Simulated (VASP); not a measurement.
A convergence study with VASP on K (bcc): a few settings are varied, all else stays as given below, so the limit is that of these other settings. The cell's lengths are 1 % over those of the tabulated start, so it is off equilibrium.

```
K
1.0
   -2.66640     2.66640     2.66640
    2.66640    -2.66640     2.66640
    2.66640     2.66640    -2.66640
K
1
Cartesian
  0.00000   0.00000   0.00000
```

These are PBE GGA, VASP's PBE PAW potentials (set 64) (plane waves; VASP) values and carry that method's errors. The last row used: LREAL = Auto, 600 eV cut-off, 8×8×8 Γ-centred mesh, first-order Methfessel-Paxton smearing of 0.10 eV, potentials K_sv.

```
setting                                        E (eV/atom)  pressure (GPa)  plane waves
---------------------------------------------  -----------  --------------  -----------
ENCUT = 300, LREAL = .FALSE., PREC = Normal        -1.0380           -0.22          935
ENCUT = 400, LREAL = .FALSE., PREC = Normal        -1.0396           -0.09         1409
ENCUT = 500, LREAL = .FALSE., PREC = Normal        -1.0398           -0.10         1961
ENCUT = 600, LREAL = .FALSE., PREC = Normal        -1.0399           -0.09         2550
ENCUT = 300, LREAL = .FALSE., PREC = Accurate      -1.0381           -0.22          935
ENCUT = 400, LREAL = .FALSE., PREC = Accurate      -1.0396           -0.09         1409
ENCUT = 500, LREAL = .FALSE., PREC = Accurate      -1.0397           -0.10         1961
ENCUT = 600, LREAL = .FALSE., PREC = Accurate      -1.0399           -0.09         2550
ENCUT = 300, LREAL = Auto, PREC = Normal           -1.0381           -0.22          935
ENCUT = 400, LREAL = Auto, PREC = Normal           -1.0390           -0.13         1409
ENCUT = 500, LREAL = Auto, PREC = Normal           -1.0396           -0.09         1961
ENCUT = 600, LREAL = Auto, PREC = Normal           -1.0399           -0.10         2550
ENCUT = 300, LREAL = Auto, PREC = Accurate         -1.0380           -0.22          935
ENCUT = 400, LREAL = Auto, PREC = Accurate         -1.0398           -0.09         1409
ENCUT = 500, LREAL = Auto, PREC = Accurate         -1.0398           -0.10         1961
ENCUT = 600, LREAL = Auto, PREC = Accurate         -1.0400           -0.09         2550
```

Left out are rungs that failed or repeat a setting and relaxations that didn't move; long series are thinned to 24 rows.

The compound is K in the bcc structure. The cell was not relaxed at this level.
